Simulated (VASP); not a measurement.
```
TiO2
1.0
    4.55495     0.00000     0.00000
    0.00000     4.55495     0.00000
    0.00000     0.00000     2.92795
Ti O
2 4
Direct
  0.00000   0.00000   0.00000
  0.50000   0.50000   0.50000
  0.30367   0.30367   0.00000
  0.80367   0.19633   0.50000
  0.19633   0.80367   0.50000
  0.69633   0.69633   0.00000
```

Calculation: PBEsol GGA, VASP's PBE PAW potentials (set 64) (plane waves; VASP). Settings: 620 eV cut-off, 5×5×8 Γ-centred mesh, Gaussian smearing of 0.050 eV, potentials Ti_sv O.

Question: The ions, cell shape and volume at an external pressure of 10.0 GPa are relaxed. What does this cell relax into?

Answer: 
```
TiO2
1.0
    4.51892     0.00000     0.00000
    0.00000     4.51892     0.00000
    0.00000     0.00000     2.91660
Ti O
2 4
Direct
  0.00000   0.00000   0.00000
  0.50000   0.50000   0.50000
  0.30304   0.30304   0.00000
  0.80304   0.19696   0.50000
  0.19696   0.80304   0.50000
  0.69696   0.69696   0.00000
```
Space group P4_2/mnm (136), at a tolerance of 0.03 Å.

Question: How do energy and volume change from the first to the last step?

Answer: The energy (σ→0) changes by +9.2 meV/atom and the volume by -2.0 %, in 5 ionic steps.

```tsv
step	E(σ→0) (eV)	max force (eV/Å)	pressure (GPa)	volume (Å³)
1	-56.0855	0.006	4.97	60.75
2	-55.8890	0.227	18.47	58.00
3	-56.0348	0.090	9.98	59.66
4	-56.0335	0.092	10.04	59.63
5	-56.0302	0.006	10.05	59.56
```

The compound is TiO2 in the rutile structure. This run relaxes it under an external pressure of 10 GPa. Symmetry was kept, so distortions that lower it aren't found.
